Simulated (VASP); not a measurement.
VASP runs on In₂W (space group Fd-3m) share one base input (PBE GGA, plane waves, VASP's PBE PAW potentials (set 64)) and change the settings named in each case.

POSCAR:
```
In2W
1
    0.0000000000     4.2934330000     4.2934330000
    4.2934330000     0.0000000000     4.2934330000
    4.2934330000     4.2934330000     0.0000000000
In W
4 2
Direct
  0.1250000000   0.1250000000   0.1250000000
  0.6250000000   0.1250000000   0.1250000000
  0.1250000000   0.6250000000   0.1250000000
  0.1250000000   0.1250000000   0.6250000000
  0.7500000000   0.7500000000   0.7500000000
  0.5000000000   0.5000000000   0.5000000000
```

### INCAR
```
ENCUT=300   ! plane-wave cut-off (eV)
GGA=PE
ISMEAR=0
EDIFF=1E-6
SYSTEM=In2W
ISIF=2
PREC=Accurate
ALGO=Normal
LCHARG=.FALSE.
LMAXMIX=6
NELM=100   ! most electronic steps
LASPH=.TRUE.   ! aspherical one-centre terms
LWAVE=.FALSE.
LREAL=.FALSE.
SIGMA=0.05   ! width (eV)
```

KPOINTS:
```
Regular mesh
0
gamma
3 3 3
0 0 0
```

POTCAR, in this order: In_d W_sv (PBE.64 set). Program: vasp_std.

```
change                                                                                                                                                              E(σ→0) (eV/atom)  pressure (GPa)  −TS (eV)
------------------------------------------------------------------------------------------------------------------------------------------------------------------  ----------------  --------------  --------
base run                                                                                                                                                                     -4.3319          -13.99   -0.0162
GGA = PS                                                                                                                                                                     -4.7886          -16.97   -0.0165
GGA_COMPAT = .FALSE., LNONCOLLINEAR = .TRUE., LSORBIT = .TRUE., MAGMOM = 0.0 0.0 0.0 0.0 0.0 0.0 0.0 0.0 0.0 0.0 0.0 0.0 0.0 0.0 0.0 0.0 0.0 0.0, program vasp_ncl           -4.6820          -13.24   -0.0201
KPOINTS 6×6×6 Γ-centred mesh                                                                                                                                                 -4.3648          -14.34   -0.0114
```
 Energies of different potentials or functionals have different zeros.  Unless said otherwise, spin-orbit coupling is left out, though it shifts the bands of the heavy elements here. At 300 eV the pressure can carry a Pulay error.

Left out are runs that ran out of time, are held back, or changed the cell or the kind of run, fixed moments of cells without a moment, rows past the twelfth, gaps on odd meshes, pressures of charged cells and columns that move by less than the noise.

The structure was generated: In2W was put into an ordered model structure, which need not be its known phase. The cell was not relaxed at this level.
